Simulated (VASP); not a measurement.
Calculation: PBEsol GGA, VASP's PBE PAW potentials (set 64) (plane waves; VASP).

A VASP calculation is set up with these files.

**POSCAR**
```
Nb
1.0
  4.8237559963  -0.0000000201   0.0000000000
 -2.4118785329   4.1774949672   0.0000000000
  0.0000000000   0.0000000000   2.6392694209
Nb
3
Direct
  0.0000000000   0.0000000000   0.0000000000
  0.3333330000   0.6666670000   0.5000000000
  0.6666670000   0.3333330000   0.5000000000
```

**INCAR**
```
SYSTEM = Nb
PREC = Accurate
ENCUT = 400
EDIFF = 1E-6
NELM = 100
ALGO = Normal
LREAL = .FALSE.
LASPH = .TRUE.
ISMEAR = 1
SIGMA = 0.1
GGA = PS
LMAXMIX = 4
LWAVE = .FALSE.
LCHARG = .FALSE.
IBRION = 2
ISIF = 3
NSW = 60
EDIFFG = -0.02
```

KPOINTS:
```
kpoints
0
Gamma
 7 7 10
0 0 0
```

POTCAR, in this order: Nb_sv (PBE.64 set). Program: vasp_std.

What VASP printed:

OSZICAR:
```
       N       E                     dE             d eps       ncg     rms          rms(c)
DAV:   1     0.409512533805E+03    0.40951E+03   -0.19518E+04  2224   0.146E+03
DAV:   2    -0.156868409248E+01   -0.41108E+03   -0.40624E+03  2628   0.596E+02
DAV:   3    -0.320123146457E+02   -0.30444E+02   -0.29869E+02  4312   0.112E+02
DAV:   4    -0.335434022162E+02   -0.15311E+01   -0.15169E+01  3223   0.231E+01
DAV:   5    -0.336285843980E+02   -0.85182E-01   -0.85046E-01  3700   0.539E+00    0.137E+01
DAV:   6    -0.323608213953E+02    0.12678E+01   -0.26038E+00  3117   0.147E+01    0.480E+00
DAV:   7    -0.322075228136E+02    0.15330E+00   -0.11608E+00  4009   0.900E+00    0.184E+00
DAV:   8    -0.322049341083E+02    0.25887E-02   -0.14729E-01  3548   0.303E+00    0.141E+00
DAV:   9    -0.322114599585E+02   -0.65259E-02   -0.68345E-02  3069   0.260E+00    0.360E-01
DAV:  10    -0.322104118735E+02    0.10481E-02   -0.85739E-03  3370   0.909E-01    0.434E-02
DAV:  11    -0.322104524090E+02   -0.40535E-04   -0.61656E-04  3763   0.183E-01    0.308E-02
DAV:  12    -0.322104506679E+02    0.17411E-05   -0.10784E-04  3508   0.893E-02    0.789E-03
DAV:  13    -0.322104481799E+02    0.24880E-05   -0.82636E-06  2974   0.307E-02    0.419E-03
DAV:  14    -0.322104476785E+02    0.50143E-06   -0.42118E-07  2007   0.703E-03
   1 F= -.32210448E+02 E0= -.32211151E+02  d E =-.322104E+02
       N       E                     dE             d eps       ncg     rms          rms(c)
DAV:   1    -0.322243559567E+02   -0.13908E-01   -0.69663E-01  2222   0.773E+00    0.607E-01
DAV:   2    -0.322148356766E+02    0.95203E-02   -0.36813E-02  2841   0.160E+00    0.337E-01
DAV:   3    -0.322118036275E+02    0.30320E-02   -0.22613E-02  3595   0.123E+00    0.187E-01
DAV:   4    -0.322108324800E+02    0.97115E-03   -0.73319E-03  3554   0.699E-01    0.620E-02
DAV:   5    -0.322108194485E+02    0.13031E-04   -0.42053E-04  3312   0.173E-01    0.262E-02
DAV:   6    -0.322108234650E+02   -0.40165E-05   -0.24911E-05  3701   0.355E-02    0.967E-03
DAV:   7    -0.322108249560E+02   -0.14909E-05   -0.15330E-06  2099   0.104E-02    0.192E-03
DAV:   8    -0.322108251239E+02   -0.16788E-06   -0.28895E-07  1874   0.607E-03
   2 F= -.32210825E+02 E0= -.32211266E+02  d E =-.377445E-03
       N       E                     dE             d eps       ncg     rms          rms(c)
DAV:   1    -0.322132914593E+02   -0.24665E-02   -0.10969E-01  2236   0.307E+00    0.249E-01
DAV:   2    -0.322117593804E+02    0.15321E-02   -0.63745E-03  2867   0.666E-01    0.135E-01
DAV:   3    -0.322113558950E+02    0.40349E-03   -0.42120E-03  3687   0.526E-01    0.904E-02
DAV:   4    -0.322111112965E+02    0.24460E-03   -0.13665E-03  3581   0.309E-01    0.227E-02
DAV:   5    -0.322111127087E+02   -0.14122E-05   -0.81122E-05  3408   0.712E-02    0.102E-02
DAV:   6    -0.322111120373E+02    0.67144E-06   -0.50338E-06  2703   0.172E-02
   3 F= -.32211112E+02 E0= -.32211654E+02  d E =-.664359E-03
```

**OUTCAR**
```
------------------------ aborting loop because EDIFF is reached ----------------------------------------
  FORCE on cell =-STRESS in cart. coord.  units (eV):
  Direction    XX          YY          ZZ          XY          YZ          ZX
  --------------------------------------------------------------------------------------
  Total        0.0155707      0.0155707      0.0147346     -0.0000000     -0.0000000      0.0000000
  in kB        0.4693241      0.4693240      0.4441218     -0.0000001     -0.0000000      0.0000000
  external PRESSURE =       0.4609233 kB  Pullay stress =       0.0000000 kB
  volume of cell :       53.16
      direct lattice vectors                 reciprocal lattice vectors
     4.815839146 -0.000000019  0.000000000     0.207648132  0.119885739  0.000000000
    -2.407920106  4.170638775 -0.000000000     0.000000001  0.239771425  0.000000000
     0.000000000 -0.000000000  2.646499018    -0.000000000  0.000000000  0.377857688
 POSITION                                       TOTAL-FORCE (eV/Angst)
 -----------------------------------------------------------------------------------
      0.00000      0.00000      0.00000        -0.000000     -0.000000      0.000000
     -0.00000      2.78043      1.32325         0.000000     -0.000000     -0.000000
      2.40792      1.39021      1.32325        -0.000000      0.000000      0.000000
 -----------------------------------------------------------------------------------
    total drift:                                0.000000     -0.000000      0.000000
  FREE ENERGIE OF THE ION-ELECTRON SYSTEM (eV)
  ---------------------------------------------------
  free  energy   TOTEN  =       -32.2111120373 eV

  energy  without entropy=      -32.2127383569  energy(sigma->0) =      -32.21165414

 reached required accuracy - stopping structural energy minimisation
```
(Selected blocks of OUTCAR.)

File CONTCAR:
```
Nb
   1.00000000000000
     4.8158391464778063   -0.0000000190206082    0.0000000000000000
    -2.4079201062050486    4.1706387749616862   -0.0000000000000000
     0.0000000000000000   -0.0000000000000000    2.6464990184201831
  Nb
     3
Direct
     0.0000000000000000    0.0000000000000000    0.0000000000000000
     0.3333330000000032    0.6666669999999968    0.5000000000000000
     0.6666669999999968    0.3333330000000032    0.5000000000000000
```

The structure was generated: Nb was put into the omega type (P6/mmm), which need not be its known phase. This run relaxes it. Symmetry was kept, so distortions that lower it aren't found. The start is the result of an earlier pass.
